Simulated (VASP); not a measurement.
Given:

```xyz
2
Lattice="0.0000 2.1157 2.1157 2.1157 0.0000 2.1157 2.1157 2.1157 0.0000" Properties=species:S:1:pos:R:3 pbc="T T T"
O      0.0000     0.0000     0.0000
Fe     2.1157     2.1157     2.1157
```
Starting moments (μB, in the order of the record's atoms O Fe): 0.0 4.0.

All values below come from PBE GGA, VASP's PBE PAW potentials (set 64) (plane waves; VASP). Numerical set-up: 400 eV cut-off, 11×11×11 Γ-centred mesh, Gaussian smearing of 0.20 eV, potentials O Fe.

At this cut-off the stress carries a Pulay error, which pulls relaxed volumes low. The moments were started parallel, and other spin orders were not tried in this run.

Task: Give the stress tensor in GPa (positive for a compressed cell).

Result: 
```
5.89  0.00  0.00
0.00  5.89  0.00
0.00  0.00  5.89
```
The pressure is its mean diagonal, 5.89 GPa.

The structure was generated: FeO was put into an ordered model structure, which need not be its known phase. The cell was not relaxed at this level.
